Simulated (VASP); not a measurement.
Input:

```yaml
crystal:
  lattice:
    - [1.78500, -3.09171, 0.00000]
    - [1.78500, 3.09171, 0.00000]
    - [0.00000, 0.00000, 5.66100]
  atoms:
    - { symbol: Lu, position: [0.33333, 0.66667, 0.25000] }
    - { symbol: Lu, position: [0.66667, 0.33333, 0.75000] }
```

These are PBE GGA, VASP's PBE PAW potentials (set 64) (plane waves; VASP) values and carry that method's errors. Numerical set-up: 700 eV cut-off, 11×11×6 Γ-centred mesh, first-order Methfessel-Paxton smearing of 0.10 eV, potentials Lu_3.

Task: Give the stress tensor in GPa (positive for a compressed cell).

Result: 
```
-2.27   0.00   0.00
 0.00  -2.27   0.00
 0.00   0.00  -3.33
```
The pressure is its mean diagonal, -2.62 GPa.

The compound is Lu in the hcp structure. The cell was not relaxed at this level. The run is one of a series of settings (ENCUT = 700 against the base run), some of them coarse on purpose.
